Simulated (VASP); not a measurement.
An input for Quantum ESPRESSO's pw.x (written as the equivalent of a VASP run, and not itself run):

```
&CONTROL
  calculation = 'vc-relax'
  pseudo_dir = './pseudo'
  outdir = './out'
  tprnfor = .true.
  tstress = .true.
  nstep = 60
  forc_conv_thr = 0.00039
/
&SYSTEM
  ibrav = 0
  nat = 1
  ntyp = 1
  ecutwfc = 74
  occupations = 'smearing'
  smearing = 'methfessel-paxton'
  degauss = 0.00735
  input_dft = 'pbesol'
/
&ELECTRONS
  conv_thr = 7.3e-08
  electron_maxstep = 100
/
&IONS
/
&CELL
/
ATOMIC_SPECIES
  Li 6.940 Li.upf
CELL_PARAMETERS angstrom
     0.0000000    2.1601999    2.1601999
     2.1601999   -0.0000000    2.1601999
     2.1601999    2.1601999   -0.0000000
ATOMIC_POSITIONS crystal
  Li   0.0000000  1.0000000  0.0000000
K_POINTS automatic
  13 13 13 0 0 0
```

Write the VASP files for the same calculation (PBEsol).

This is not unique; one that fits is 
**POSCAR**
```
Li
1
    0.0000000000     2.1601998960     2.1601998960
    2.1601998960    -0.0000000000     2.1601998960
    2.1601998960     2.1601998960    -0.0000000000
Li
1
Direct
  0.0000000000   1.0000000000   0.0000000000
```

**INCAR**
```
SYSTEM=Li
PREC=Accurate; ENCUT=520; LREAL=.FALSE.
LASPH=.TRUE.
EDIFF=1E-6; NELM=100; ALGO=Normal
ISMEAR=1; SIGMA=0.1
GGA=PS
IBRION=2; NSW=60; ISIF=3
EDIFFG=-0.01
LWAVE=.FALSE.; LCHARG=.FALSE.
```

**KPOINTS**
```
Automatic mesh
0
Gamma
13 13 13
0 0 0
```

POTCAR, in this order: Li_sv (PBE.64 set). Program: vasp_std.

The two are equivalent in intent, not identical: the potentials are each code's own (VASP's PAW set, PseudoDojo norm-conserving files in pw.x), so ENCUT and ecutwfc are chosen apart and not converted; conv_thr bounds pw.x's estimated SCF error, while EDIFF bounds the energy change between steps; forc_conv_thr acts on force components and is met together with etot_conv_thr.

The structure was generated: Li was put into the fcc type (Fm-3m), which need not be its known phase. It was relaxed first, which changed the volume by -5 %. The start is the result of an earlier pass.
